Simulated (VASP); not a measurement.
# Tl3Cu (Pm-3m) in VASP: equation of state

Aim: energy against volume of Tl3Cu in PBE, for its equilibrium volume and stiffness.

Everything below comes from runs of VASP 6.6.1. Logs are shortened: lines on timing, memory, paths and dates and some standing lists are left out, and cuts for length are marked.

## 1. Starting point

The structure is cubic, space group Pm-3m (No. 221). The conventional cell has a = 4.717 Å, b = 4.717 Å, c = 4.717 Å, α = 90.00°, β = 90.00°, γ = 90.00°. Tl (site symmetry 4/mmm) is surrounded by 8 Tl at 3.34 Å and 4 Cu at 3.34 Å. Cu (site symmetry m-3m) has 12 Tl at 3.34 Å as nearest neighbours.

The cell comes from a database or a generator and needn't be the stable form of this composition.

## 2. Equation of state, PBE, 24.66 Å³/atom (volume scaled by 0.94)

File INCAR:

```
PREC     = Accurate       # precision mode
ENCUT    = 520            # plane-wave cutoff, eV
EDIFF    = 1E-7           # SCF threshold, eV
ISMEAR   = -1             # smearing method
SIGMA    = 0.05           # smearing width, eV
LREAL    = False          # projectors in reciprocal space
LASPH    = True           # aspherical terms in the spheres
NELM     = 60             # most SCF steps
ALGO     = Normal         # electronic algorithm
ISIF     = 2              # what is computed and relaxed
LWAVE    = False          # write WAVECAR
LCHARG   = False          # write CHGCAR
GGA      = PE             # functional
NBANDS   = 33             # bands
```

File KPOINTS:

```
Automatic mesh
0
Gamma
  6 6 6
```

File POSCAR:

```
Tl3Cu
1.0
    4.6207057156      0.0000000000      0.0000000000
    0.0000000000      4.6207057156      0.0000000000
    0.0000000000      0.0000000000      4.6207057156
Tl Cu
3 1
Direct
    0.5000000000      0.5000000000      0.0000000000
    0.5000000000      0.0000000000      0.5000000000
    0.0000000000      0.5000000000      0.5000000000
    0.0000000000      0.0000000000      0.0000000000
```

Potentials or basis: VASP PAW PBE potentials, release 64 (Tl_d, Cu).

Launch:

```bash
> cat potpaw_PBE.64/Tl_d/POTCAR potpaw_PBE.64/Cu/POTCAR > POTCAR
> mpirun -np 1 vasp_std > vasp.out
```

OUTCAR:

```text
PREC = Accurate
   ENCUT = 520
   EDIFF = 1E-7
   ISMEAR = -1
   LREAL = False
   LASPH = True
   NELM = 60
   ISIF = 2
   GGA = PE

 Found     20 irreducible k-points:

 Following reciprocal coordinates:
            Coordinates               Weight
  0.000000  0.000000  0.000000      1.000000
  0.166667  0.000000  0.000000      6.000000
  0.333333  0.000000  0.000000      6.000000
  0.500000  0.000000  0.000000      3.000000
  0.166667  0.166667  0.000000     12.000000
  0.333333  0.166667  0.000000     24.000000
   k-points           NKPTS =     20   k-points in BZ     NKDIM =     20   number of bands    NBANDS=     33
   number of dos      NEDOS =    301   number of ions     NIONS =      4
   total plane-waves  NPLWV =  46656
   dimension x,y,z NGX =    36 NGY =   36 NGZ =   36
   dimension x,y,z NGXF=    72 NGYF=   72 NGZF=   72
   ions per type =               3   1
   NGX,Y,Z   is equivalent  to a cutoff of  12.95, 12.95, 12.95 a.u.
   NGXF,Y,Z  is equivalent  to a cutoff of  25.90, 25.90, 25.90 a.u.
 SYSTEM =  unknown system
   PREC   = accura    normal or accurate (medium, high low for compatibility)
   ISTART =      0    job   : 0-new  1-cont  2-samecut
   ICHARG =      2    charge: 1-file 2-atom 10-const
   ISPIN  =      1    spin polarized calculation?
   LNONCOLLINEAR =      F non collinear calculations
   LSORBIT =      F    spin-orbit coupling
   LASPH  =      T    aspherical Exc in radial PAW
   ENCUT  =  520.0 eV  38.22 Ry    6.18 a.u.   8.59  8.59  8.59*2*pi/ulx,y,z
   NELM   =     60;   NELMIN=  2; NELMDL= -5     # of ELM steps
   EDIFF  = 0.1E-06   stopping-criterion for ELM
   LREAL  =      F    real-space projection
   EDIFFG = 0.1E-05   stopping-criterion for IOM
   NSW    =      0    number of steps for IOM
   IBRION =     -1    ionic relax: 0-MD 1-quasi-New 2-CG
   NFREE  =      0    steps in history (QN), initial steepest desc. (CG)
   ISIF   =      2    stress and relaxation
   ISYM   =      2    0-nonsym 1-usesym 2-fastsym
   POTIM  = 0.5000    time-step for ionic-motion
   TEBEG  =    0.0;   TEEND  =   0.0 temperature during run
   PSTRESS=    0.0 pullay stress
   NELECT =      50.0000    total number of electrons
   NUPDOWN=      -1.0000    fix difference up-down
   EMIN   =  10.00;   EMAX   =-10.00  energy-range for DOS
   EFERMI =   0.00;   METHOD = LEGACY
   ISMEAR =    -1;   SIGMA  =   0.05  broadening in eV -4-tet -1-fermi 0-gaus
   EFERMI_NEDOS =   21; number of points for ismear=-14 and -15
   IALGO  =     38    algorithm
   IMIX   =      4    mixing-type and parameters
     AMIX     =   0.40;   BMIX     =  1.00
     AMIX_MAG =   1.60;   BMIX_MAG =  1.00
  volume/ion in A,a.u.               =      24.66       166.44
  Fermi-wavevector in a.u.,A,eV,Ry     =   1.305238  2.466543 23.179530  1.703647
  Thomas-Fermi vector in A             =   2.436121
   LORBIT       =      0    0 simple, 1 ext, 2 COOP (PROOUT), +10 PAW based schemes
   GGA     = PE    functional components
   LHFCALC =     F    Hartree Fock is set to
   AEXX    =    0.0000 exact exchange contribution
   IVDW    =     0    specifies the selected vdW correction
   LEPSILON=     F    determine dielectric tensor
   LRPA    =     F    only Hartree local field effects (RPA)
 non-spin polarized calculation
  energy-cutoff  :      520.00
  volume of cell :       98.66
 maximum number of plane-waves:      2680
 NGX is ok and might be reduce to    36
   NGX = 17   NGY = 17   NGZ = 17

 number of electron      49.9999962 magnetization

 Free energy of the ion-electron system (eV)
  ---------------------------------------------------
  ext. energy  EPLUGINS =         0.00000000
  ---------------------------------------------------
  free energy    TOTEN  =        -9.23067439 eV

  energy without entropy =       -9.21327201  energy(sigma->0) =       -9.22197320

 E-fermi :   6.6620     XC(G=0): -10.4903

 val. band max:        6.6573076670   @ k =   0.5000   0.0000   0.0000
 cond. band min:       6.7342239097   @ k =   0.3333   0.1667   0.0000
 fundamental gap:      0.0769162427
 Fermi energy:         6.6620109162

 k-point     1 :       0.0000    0.0000    0.0000
  band No.  band energies     occupation
      1      -5.5583      2.00000
      2      -5.4655      2.00000
      3      -5.4655      2.00000
      4      -5.4655      2.00000
      5      -5.1650      2.00000
      6      -5.1650      2.00000
[... 25 lines left out ...]
     32      12.1169      0.00000
     33      12.1169      0.00000

 k-point     2 :       0.1667    0.0000    0.0000
  band No.  band energies     occupation
      1      -5.4988      2.00000
      2      -5.4528      2.00000
      3      -5.4054      2.00000
      4      -5.4054      2.00000
      5      -5.1515      2.00000
      6      -5.1144      2.00000
[... 25 lines left out ...]
     32      12.2300      0.00000
     33      12.2300      0.00000

 k-point     3 :       0.3333    0.0000    0.0000
  band No.  band energies     occupation
      1      -5.4257      2.00000
      2      -5.3539      2.00000
      3      -5.2355      2.00000
      4      -5.2355      2.00000
      5      -5.1233      2.00000
      6      -4.9872      2.00000
[... 25 lines left out ...]
     32      13.0384      0.00000
     33      13.0384      0.00000

 k-point     4 :       0.5000    0.0000    0.0000
  band No.  band energies     occupation
      1      -5.4111      2.00000
      2      -5.2549      2.00000
      3      -5.0985      2.00000
      4      -5.0351      2.00000
      5      -5.0351      2.00000
      6      -4.9273      2.00000
[... 25 lines left out ...]
     32      13.9613      0.00000
     33      13.9920      0.00000

 k-point     5 :       0.1667    0.1667    0.0000
  band No.  band energies     occupation
      1      -5.4559      2.00000
      2      -5.4152      2.00000
      3      -5.3712      2.00000
      4      -5.3521      2.00000
      5      -5.1188      2.00000
      6      -5.0783      2.00000
[... 25 lines left out ...]
     32      11.5739      0.00000
     33      12.4921      0.00000

 k-point     6 :       0.3333    0.1667    0.0000
  band No.  band energies     occupation
      1      -5.3768      2.00000
      2      -5.3359      2.00000
      3      -5.2156      2.00000
      4      -5.2119      2.00000
      5      -5.0847      2.00000
      6      -4.9564      2.00000
[... 25 lines left out ...]
     32      12.1162      0.00000
     33      12.8238      0.00000

 [... further k-points ...]

------------------------ aborting loop because EDIFF is reached ----------------------------------------

  FORCE on cell =-STRESS in cart. coord.  units (eV):
  Direction    XX          YY          ZZ          XY          YZ          ZX
  --------------------------------------------------------------------------------------
  -------------------------------------------------------------------------------------
  Total        1.4571459      1.4571459      1.4571459     -0.0000000     -0.0000000     -0.0000000
  in kB       23.6640286     23.6640286     23.6640286     -0.0000000     -0.0000000     -0.0000000
  external PRESSURE =      23.6640286 kB  Pullay stress =       0.0000000 kB

 VOLUME and BASIS-vectors are now :
 -----------------------------------------------------------------------------
  energy-cutoff  :      520.00
  volume of cell :       98.66
      direct lattice vectors                 reciprocal lattice vectors
     4.620705716  0.000000000  0.000000000     0.216417158  0.000000000  0.000000000
     0.000000000  4.620705716  0.000000000     0.000000000  0.216417158  0.000000000
     0.000000000  0.000000000  4.620705716     0.000000000  0.000000000  0.216417158

 POSITION                                       TOTAL-FORCE (eV/Angst)
 -----------------------------------------------------------------------------------
      2.31035      2.31035      0.00000         0.000000      0.000000      0.000000
      2.31035      0.00000      2.31035         0.000000      0.000000      0.000000
      0.00000      2.31035      2.31035         0.000000      0.000000      0.000000
      0.00000      0.00000      0.00000         0.000000      0.000000      0.000000
 -----------------------------------------------------------------------------------
    total drift:                                0.000000      0.000000      0.000000

  FREE ENERGIE OF THE ION-ELECTRON SYSTEM (eV)
  ---------------------------------------------------
  free  energy   TOTEN  =        -9.2306743870 eV

  energy  without entropy=       -9.2132720143  energy(sigma->0) =       -9.22197320
```

OSZICAR:

```text
N       E                     dE             d eps       ncg     rms          rms(c)
DAV:   1     0.386437908401E+03    0.38644E+03   -0.24852E+04  1320   0.167E+03
DAV:   2     0.910284000646E+01   -0.37734E+03   -0.35656E+03  1348   0.383E+02
DAV:   3    -0.943510849906E+01   -0.18538E+02   -0.17804E+02  1537   0.921E+01
DAV:   4    -0.979714129162E+01   -0.36203E+00   -0.36064E+00  1504   0.117E+01
DAV:   5    -0.980995676735E+01   -0.12815E-01   -0.12814E-01  1908   0.244E+00    0.889E+00
DAV:   6    -0.103349333461E+02   -0.52498E+00   -0.11802E+01  1688   0.482E+01    0.684E+00
DAV:   7    -0.924968748429E+01    0.10852E+01   -0.33414E+00  1738   0.279E+01    0.289E+00
DAV:   8    -0.935157160119E+01   -0.10188E+00   -0.10639E+00  1889   0.130E+01    0.300E+00
DAV:   9    -0.923180946347E+01    0.11976E+00   -0.54401E-01  1749   0.104E+01    0.444E-01
DAV:  10    -0.923067469803E+01    0.11348E-02   -0.26290E-02  1723   0.174E+00    0.639E-02
DAV:  11    -0.923074235507E+01   -0.67657E-04   -0.70530E-04  1757   0.268E-01    0.657E-02
DAV:  12    -0.923067389396E+01    0.68461E-04   -0.22687E-04  1826   0.230E-01    0.921E-03
DAV:  13    -0.923067846443E+01   -0.45705E-05   -0.20522E-05  1785   0.303E-02    0.140E-02
DAV:  14    -0.923067498607E+01    0.34784E-05   -0.45468E-06  1232   0.301E-02    0.615E-03
DAV:  15    -0.923067434729E+01    0.63879E-06   -0.21608E-06  1377   0.184E-02    0.807E-04
DAV:  16    -0.923067438700E+01   -0.39718E-07   -0.12594E-07   946   0.280E-03
   1 F= -.92306744E+01 E0= -.92219732E+01  d E =-.174024E-01
```

Wall time 100 s (1 thread of AMD EPYC 7R43 (Zen 3), shared host); peak memory 0.19 GiB.

Results:

```
Free energy            : -9.2307 eV
Pressure               : 2.4 GPa
Band gap on the k mesh : none (metal or under the smearing width)
```

## 3. Equation of state, PBE, 25.19 Å³/atom (volume scaled by 0.96)

File INCAR:

```
SYSTEM = Tl3Cu
PREC = Accurate ; ENCUT = 520
EDIFF = 1E-7 ; ISMEAR = -1
SIGMA = 0.05 ; LREAL = .FALSE.
LASPH = .TRUE. ; NELM = 60
ALGO = Normal ; ISIF = 2
LWAVE = .FALSE. ; LCHARG = .FALSE.
GGA = PE ; NBANDS = 33
```

File KPOINTS:

```
Automatic mesh
0
G
  6 6 6
  0 0 0
```

File POSCAR:

```
Tl3Cu
1.0
    4.6532469689      0.0000000000      0.0000000000
    0.0000000000      4.6532469689      0.0000000000
    0.0000000000      0.0000000000      4.6532469689
Tl Cu
3 1
Direct
    0.5000000000      0.5000000000      0.0000000000
    0.5000000000      0.0000000000      0.5000000000
    0.0000000000      0.5000000000      0.5000000000
    0.0000000000      0.0000000000      0.0000000000
```

Potentials or basis: VASP PAW PBE potentials, release 64 (Tl_d, Cu).

Launch:

```bash
> cat potpaw_PBE.64/Tl_d/POTCAR potpaw_PBE.64/Cu/POTCAR > POTCAR
> mpirun -np 1 vasp_std > vasp.out
```

It took 98 s on 1 thread of AMD EPYC 7R43 (Zen 3), shared host; peak memory 0.19 GiB.

The run converged. Its results:

```yaml
Free_energy: -9.2569 eV
Pressure: 1.5 GPa
Band_gap_on_the_k_mesh: none (metal or under the smearing width)
```

## 4. Equation of state, PBE, 25.71 Å³/atom (volume scaled by 0.98)

File INCAR:

```
PREC = Accurate
ENCUT = 520
EDIFF = 1E-7
ISMEAR = -1
SIGMA = 0.05
LREAL = F
LASPH = T
NELM = 100
ALGO = Normal
ISIF = 2
LWAVE = F
LCHARG = F
GGA = PE
NBANDS = 33
```

File KPOINTS:

```
Automatic mesh
0
Gamma
  6 6 6
```

File POSCAR:

```
Tl3Cu
1.0
    4.6853393414      0.0000000000      0.0000000000
    0.0000000000      4.6853393414      0.0000000000
    0.0000000000      0.0000000000      4.6853393414
Tl Cu
3 1
Direct
    0.5000000000      0.5000000000      0.0000000000
    0.5000000000      0.0000000000      0.5000000000
    0.0000000000      0.5000000000      0.5000000000
    0.0000000000      0.0000000000      0.0000000000
```

Launch:

```bash
> cat potpaw_PBE.64/Tl_d/POTCAR potpaw_PBE.64/Cu/POTCAR > POTCAR
> mpirun -np 1 vasp_std > vasp.out
```

It took 86 s on 1 thread of AMD EPYC 7R43 (Zen 3), shared host; peak memory 0.19 GiB.

It converged, with:

* Free energy: -9.2722 eV
* Pressure: 0.7 GPa
* Band gap on the k mesh: none (metal or under the smearing width)

## 5. Equation of state, PBE, 26.76 Å³/atom (volume scaled by 1.02)

INCAR: that of step 4 with these lines changed.

```diff
@@ -7,3 +7,3 @@
 LASPH = T
-NELM = 100
+NELM = 60
 ALGO = Normal
```

KPOINTS is that of step 4.

File POSCAR:

```
Tl3Cu
1.0
    4.7482373077      0.0000000000      0.0000000000
    0.0000000000      4.7482373077      0.0000000000
    0.0000000000      0.0000000000      4.7482373077
Tl Cu
3 1
Direct
    0.5000000000      0.5000000000      0.0000000000
    0.5000000000      0.0000000000      0.5000000000
    0.0000000000      0.5000000000      0.5000000000
    0.0000000000      0.0000000000      0.0000000000
```

Launch:

```bash
> cat potpaw_PBE.64/Tl_d/POTCAR potpaw_PBE.64/Cu/POTCAR > POTCAR
> mpirun -np 1 vasp_std > vasp.out
```

Wall time 88 s (1 thread of AMD EPYC 7R43 (Zen 3), shared host); peak memory 0.19 GiB.

The run converged. Its results:

```
Free energy            : -9.2747 eV
Pressure               : -0.6 GPa
Band gap on the k mesh : none (metal or under the smearing width)
```

## 6. Equation of state, PBE, 27.29 Å³/atom (volume scaled by 1.04)

File INCAR:

```
ALGO     = Normal         # electronic algorithm
EDIFF    = 1E-7           # SCF threshold, eV
ENCUT    = 520            # plane-wave cutoff, eV
GGA      = PE             # functional
ISIF     = 2              # what is computed and relaxed
ISMEAR   = -1             # smearing method
LASPH    = True           # aspherical terms in the spheres
LCHARG   = False          # write CHGCAR
LREAL    = False          # projectors in reciprocal space
LWAVE    = False          # write WAVECAR
NBANDS   = 33             # bands
NELM     = 60             # most SCF steps
PREC     = Accurate       # precision mode
SIGMA    = 0.05           # smearing width, eV
```

File KPOINTS:

```
k-points
0
Gamma
  6 6 6
```

File POSCAR:

```
Tl3Cu
1.0
    4.7790708815      0.0000000000      0.0000000000
    0.0000000000      4.7790708815      0.0000000000
    0.0000000000      0.0000000000      4.7790708815
Tl Cu
3 1
Direct
    0.5000000000      0.5000000000      0.0000000000
    0.5000000000      0.0000000000      0.5000000000
    0.0000000000      0.5000000000      0.5000000000
    0.0000000000      0.0000000000      0.0000000000
```

Potentials or basis: VASP PAW PBE potentials, release 64 (Tl_d, Cu).

Launch:

```bash
> cat potpaw_PBE.64/Tl_d/POTCAR potpaw_PBE.64/Cu/POTCAR > POTCAR
> mpirun -np 1 vasp_std > vasp.out
```

It took 90 s on 1 thread of AMD EPYC 7R43 (Zen 3), shared host; peak memory 0.19 GiB.

It converged, with:

```yaml
Free_energy: -9.2640 eV
Pressure: -1.2 GPa
Band_gap_on_the_k_mesh: none (metal or under the smearing width)
```

(Part 1 of 2 ends here.)
